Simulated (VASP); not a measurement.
Level of theory: PBE GGA, VASP's PBE PAW potentials (set 64) (plane waves; VASP).

A VASP calculation is set up with these files.

KPOINTS:
```
Automatic mesh
0
Gamma
8 8 8
0 0 0
```

### POSCAR
```
CuI
1
    0.0000000000     2.8765755949     2.8765755949
    2.8765755949     0.0000000000     2.8765755949
    2.8765755949     2.8765755949     0.0000000000
Cu I
1 1
Direct
  0.0000000000   0.0000000000   0.0000000000
  0.2500000000   0.2500000000   0.2500000000
```

**INCAR**
```
SYSTEM=CuI
PREC=Accurate; ENCUT=500; LREAL=F
LASPH=T
EDIFF=1E-6; NELM=100; ALGO=Normal
LMAXMIX=4
ISMEAR=0; SIGMA=0.05
GGA=PE
IBRION=2; NSW=40; ISIF=3
EDIFFG=-0.02; PSTRESS=100
LWAVE=F; LCHARG=F
```

POTCAR, in this order: Cu I (PBE.64 set). Program: vasp_std.

Output

OSZICAR:
```
       N       E                     dE             d eps       ncg     rms          rms(c)
DAV:   1     0.107785481490E+03    0.10779E+03   -0.80232E+03   754   0.148E+03
DAV:   2     0.194123682856E+01   -0.10584E+03   -0.10000E+03   769   0.270E+02
DAV:   3    -0.541230712531E+01   -0.73535E+01   -0.72571E+01  1009   0.822E+01
DAV:   4    -0.565605778485E+01   -0.24375E+00   -0.24361E+00   926   0.134E+01
DAV:   5    -0.566443906722E+01   -0.83813E-02   -0.83811E-02  1064   0.268E+00    0.672E+00
DAV:   6    -0.555573224255E+01    0.10871E+00   -0.49932E+00   774   0.695E+01    0.438E+00
DAV:   7    -0.533759521969E+01    0.21814E+00   -0.11487E+00   859   0.413E+01    0.224E+00
DAV:   8    -0.533943788165E+01   -0.18427E-02   -0.68639E-02  1134   0.485E+00    0.588E-01
DAV:   9    -0.533437413594E+01    0.50637E-02   -0.24711E-02   918   0.534E+00    0.141E-01
DAV:  10    -0.533458215555E+01   -0.20802E-03   -0.11554E-03   991   0.402E-01    0.829E-02
DAV:  11    -0.533464805027E+01   -0.65895E-04   -0.48050E-04   957   0.732E-01    0.397E-02
DAV:  12    -0.533464126455E+01    0.67857E-05   -0.63506E-05  1172   0.211E-01    0.251E-02
DAV:  13    -0.533464048745E+01    0.77709E-06   -0.17068E-06   680   0.269E-02
   1 F= -.23633385E+01 E0= -.23633385E+01  d E =-.236334E+01
       N       E                     dE             d eps       ncg     rms          rms(c)
DAV:   1    -0.536107180606E+01   -0.26431E-01   -0.15285E-01   764   0.104E+01    0.760E-01
DAV:   2    -0.535536010908E+01    0.57117E-02   -0.91360E-02   794   0.106E+01    0.315E-01
DAV:   3    -0.535198066349E+01    0.33794E-02   -0.18447E-02   789   0.489E+00    0.136E-01
DAV:   4    -0.535165036903E+01    0.33029E-03   -0.10504E-03   934   0.365E-01    0.418E-02
DAV:   5    -0.535163551083E+01    0.14858E-04   -0.36749E-05  1105   0.160E-01    0.337E-02
DAV:   6    -0.535162760757E+01    0.79033E-05   -0.10103E-05  1141   0.503E-02    0.838E-03
DAV:   7    -0.535162716152E+01    0.44605E-06   -0.98246E-07   447   0.410E-02
   2 F= -.23628005E+01 E0= -.23628005E+01  d E =0.538024E-03
       N       E                     dE             d eps       ncg     rms          rms(c)
DAV:   1    -0.534464624646E+01    0.69814E-02   -0.67168E-02   754   0.685E+00    0.513E-01
DAV:   2    -0.534227574565E+01    0.23705E-02   -0.42988E-02   774   0.708E+00    0.222E-01
DAV:   3    -0.534060578276E+01    0.16700E-02   -0.87147E-03   774   0.345E+00    0.864E-02
DAV:   4    -0.534047489820E+01    0.13088E-03   -0.46341E-04   789   0.165E-01    0.309E-02
DAV:   5    -0.534046606597E+01    0.88322E-05   -0.27314E-05   998   0.166E-01    0.235E-02
DAV:   6    -0.534046359013E+01    0.24758E-05   -0.55750E-06  1105   0.275E-02    0.922E-03
DAV:   7    -0.534046303373E+01    0.55640E-06   -0.84955E-07   438   0.394E-02
   3 F= -.23632554E+01 E0= -.23632554E+01  d E =0.831393E-04
       N       E                     dE             d eps       ncg     rms          rms(c)
DAV:   1    -0.533803398366E+01    0.24296E-02   -0.36639E-03   764   0.161E+00    0.119E-01
DAV:   2    -0.533790366941E+01    0.13031E-03   -0.22644E-03   789   0.164E+00    0.507E-02
DAV:   3    -0.533781693076E+01    0.86739E-04   -0.45915E-04   784   0.786E-01    0.206E-02
DAV:   4    -0.533780993521E+01    0.69956E-05   -0.24921E-05   839   0.436E-02    0.675E-03
DAV:   5    -0.533780958122E+01    0.35399E-06   -0.92034E-07   477   0.336E-02
   4 F= -.23633058E+01 E0= -.23633058E+01  d E =0.327683E-04
       N       E                     dE             d eps       ncg     rms          rms(c)
DAV:   1    -0.533630834380E+01    0.15016E-02   -0.12890E-03   764   0.944E-01    0.711E-02
DAV:   2    -0.533626166713E+01    0.46677E-04   -0.80414E-04   794   0.979E-01    0.302E-02
DAV:   3    -0.533623080418E+01    0.30863E-04   -0.16407E-04   784   0.470E-01    0.124E-02
DAV:   4    -0.533622831179E+01    0.24924E-05   -0.90392E-06   854   0.267E-02    0.422E-03
DAV:   5    -0.533622820748E+01    0.10431E-06   -0.31346E-07   402   0.193E-02
   5 F= -.23633256E+01 E0= -.23633256E+01  d E =0.129237E-04
```

File OUTCAR:
```
------------------------ aborting loop because EDIFF is reached ----------------------------------------
  FORCE on cell =-STRESS in cart. coord.  units (eV):
  Direction    XX          YY          ZZ          XY          YZ          ZX
  --------------------------------------------------------------------------------------
  Total        2.9447187      2.9447187      2.9447187      0.0000000      0.0000000     -0.0000000
  in kB       99.0519729     99.0519729     99.0519729      0.0000000      0.0000000     -0.0000000
  external PRESSURE =      -0.9480271 kB  Pullay stress =     100.0000000 kB
  volume of cell :       47.63
      direct lattice vectors                 reciprocal lattice vectors
     0.000000000  2.877092040  2.877092040    -0.173786585  0.173786585  0.173786585
     2.877092040  0.000000000  2.877092040     0.173786585 -0.173786585  0.173786585
     2.877092040  2.877092040  0.000000000     0.173786585  0.173786585 -0.173786585
  FREE ENERGIE OF THE ION-ELECTRON SYSTEM (eV)
  ---------------------------------------------------
  free  energy   TOTEN  =        -5.3362282075 eV

  energy  without entropy=       -5.3362282075  energy(sigma->0) =       -5.33622821
  enthalpy is  TOTEN    =        -2.3633256143 eV   P V=        2.9729025932

 reached required accuracy - stopping structural energy minimisation
```
(Selected blocks of OUTCAR.)

### CONTCAR
```
CuI
   1.00000000000000
     0.0000000000000000    2.8770920403379621    2.8770920403379621
     2.8770920403379621    0.0000000000000000    2.8770920403379621
     2.8770920403379621    2.8770920403379621    0.0000000000000000
  Cu              I
     1     1
Direct
     0.0000000000000000    0.0000000000000000    0.0000000000000000
     0.2500000000000000    0.2500000000000000    0.2500000000000000
```

The compound is CuI in the zinc blende structure. This run relaxes it under an external pressure of 10 GPa. Symmetry was kept, so distortions that lower it aren't found.
